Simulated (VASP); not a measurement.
Computed with PBEsol GGA, VASP's PBE PAW potentials (set 64) (plane waves; VASP).

VASP input:

**KPOINTS**
```
Automatic mesh
0
G
  12 12 12
```

**POSCAR**
```
HfC
1.0
  0.0000000000   2.3171400000   2.3171400000
  2.3171400000   0.0000000000   2.3171400000
  2.3171400000   2.3171400000   0.0000000000
Hf C
1 1
Cart
  0.0106657954   0.0566587073   0.0011284472
  2.3064742046   2.2604812927   2.3160115528
```

**INCAR**
```
ALGO = Normal
EDIFF = 1E-6
EDIFFG = -0.03
ENCUT = 400
GGA = PS
IBRION = 2
ISIF = 2
ISMEAR = 0
LASPH = T
LCHARG = F
LMAXMIX = 6
LREAL = F
LWAVE = F
NELM = 100
NSW = 50
PREC = Accurate
SIGMA = 0.2
SYSTEM = HfC
```

POTCAR, in this order: Hf_pv C (PBE.64 set). Program: vasp_std.

The run wrote:

### OSZICAR
```
       N       E                     dE             d eps       ncg     rms          rms(c)
DAV:   1     0.165501775145E+02    0.16550E+02   -0.67658E+03 19192   0.992E+02
DAV:   2    -0.236219625826E+02   -0.40172E+02   -0.38092E+02 24444   0.192E+02
DAV:   3    -0.250421311840E+02   -0.14202E+01   -0.14050E+01 24463   0.287E+01
DAV:   4    -0.250537729049E+02   -0.11642E-01   -0.11632E-01 22873   0.280E+00
DAV:   5    -0.250539117324E+02   -0.13883E-03   -0.13881E-03 25301   0.251E-01    0.596E+01
DAV:   6    -0.222304398268E+02    0.28235E+01   -0.17536E+01 21334   0.218E+01    0.417E+01
DAV:   7    -0.221606345438E+02    0.69805E-01   -0.59247E-01 22523   0.592E+00    0.236E+01
DAV:   8    -0.221494106579E+02    0.11224E-01   -0.49375E-02 22422   0.210E+00    0.477E+00
DAV:   9    -0.221447088291E+02    0.47018E-02   -0.22230E-02 21664   0.904E-01    0.187E+00
DAV:  10    -0.221444360011E+02    0.27283E-03   -0.97731E-04 23016   0.258E-01    0.331E-01
DAV:  11    -0.221444314315E+02    0.45696E-05   -0.12068E-04 22407   0.842E-02    0.324E-02
DAV:  12    -0.221444298787E+02    0.15528E-05   -0.52786E-06 22615   0.194E-02    0.479E-02
DAV:  13    -0.221444296116E+02    0.26703E-06   -0.23992E-07 11264   0.518E-03
   1 F= -.22144430E+02 E0= -.22141957E+02  d E =-.221444E+02
       N       E                     dE             d eps       ncg     rms          rms(c)
DAV:   1    -0.221715660115E+02   -0.27136E-01   -0.10885E+01 19096   0.322E+01    0.356E+00
DAV:   2    -0.221942660832E+02   -0.22700E-01   -0.29032E-01 23683   0.545E+00    0.156E+00
DAV:   3    -0.221925630775E+02    0.17030E-02   -0.59581E-03 23823   0.671E-01    0.494E-01
DAV:   4    -0.221926072513E+02   -0.44174E-04   -0.98743E-04 23475   0.203E-01    0.108E-01
DAV:   5    -0.221925895522E+02    0.17699E-04   -0.59294E-05 21808   0.679E-02    0.245E-02
DAV:   6    -0.221925882529E+02    0.12993E-05   -0.87501E-06 23583   0.211E-02    0.470E-03
DAV:   7    -0.221925882938E+02   -0.40925E-07   -0.77774E-07 17011   0.613E-03
   2 F= -.22192588E+02 E0= -.22189918E+02  d E =-.481587E-01
       N       E                     dE             d eps       ncg     rms          rms(c)
DAV:   1    -0.221936649853E+02   -0.10767E-02   -0.12171E+00 19141   0.108E+01    0.113E+00
DAV:   2    -0.221960972364E+02   -0.24323E-02   -0.30705E-02 23612   0.178E+00    0.497E-01
DAV:   3    -0.221959181475E+02    0.17909E-03   -0.67228E-04 23717   0.223E-01    0.141E-01
DAV:   4    -0.221959252199E+02   -0.70724E-05   -0.10000E-04 23326   0.633E-02    0.367E-02
DAV:   5    -0.221959232158E+02    0.20041E-05   -0.56883E-06 21459   0.217E-02    0.584E-03
DAV:   6    -0.221959231040E+02    0.11183E-06   -0.83147E-07 12729   0.679E-03
   3 F= -.22195923E+02 E0= -.22193186E+02  d E =-.514935E-01
```

### OUTCAR
```
------------------------ aborting loop because EDIFF is reached ----------------------------------------
  FORCE on cell =-STRESS in cart. coord.  units (eV):
  Direction    XX          YY          ZZ          XY          YZ          ZX
  --------------------------------------------------------------------------------------
  Total       -0.8678438     -0.8680837     -0.8679298     -0.0000169     -0.0000020     -0.0000038
  in kB      -55.8811495    -55.8965994    -55.8866870     -0.0010912     -0.0001284     -0.0002461
  external PRESSURE =     -55.8881453 kB  Pullay stress =       0.0000000 kB
  volume of cell :       24.88
      direct lattice vectors                 reciprocal lattice vectors
     0.000000000  2.317140000  2.317140000    -0.215783250  0.215783250  0.215783250
     2.317140000  0.000000000  2.317140000     0.215783250 -0.215783250  0.215783250
     2.317140000  2.317140000  0.000000000     0.215783250  0.215783250 -0.215783250
 POSITION                                       TOTAL-FORCE (eV/Angst)
 -----------------------------------------------------------------------------------
      0.00068      2.31738      2.31722        -0.010474     -0.003922     -0.001195
      2.31646      2.31690      2.31706         0.010474      0.003922      0.001195
 -----------------------------------------------------------------------------------
    total drift:                                0.000079      0.000529      0.000008
  FREE ENERGIE OF THE ION-ELECTRON SYSTEM (eV)
  ---------------------------------------------------
  free  energy   TOTEN  =       -22.1959231040 eV

  energy  without entropy=      -22.1904488275  energy(sigma->0) =      -22.19318597

 reached required accuracy - stopping structural energy minimisation
```
(Selected blocks of OUTCAR.)

### CONTCAR
```
HfC
   1.00000000000000
     0.0000000000000000    2.3171400000000002    2.3171400000000002
     2.3171400000000002    0.0000000000000000    2.3171400000000002
     2.3171400000000002    2.3171400000000002    0.0000000000000000
  Hf              C
     1     1
Direct
     0.9999226463510175    0.0001107988543703    0.0001822993973148
     0.5000773536489825    0.4998892011456297    0.4998177006026852
```

At this cut-off the stress carries a Pulay error, which pulls relaxed volumes low.

The structure comes from a computed database's HfC entry; how it stands against other phases isn't given here. In the starting cell atoms are displaced from their ideal sites. This run relaxes the ions in a fixed cell. The run is one of a series of settings (EDIFFG = -0.03, IBRION = 2, NSW = 50 against the base run), some of them coarse on purpose.
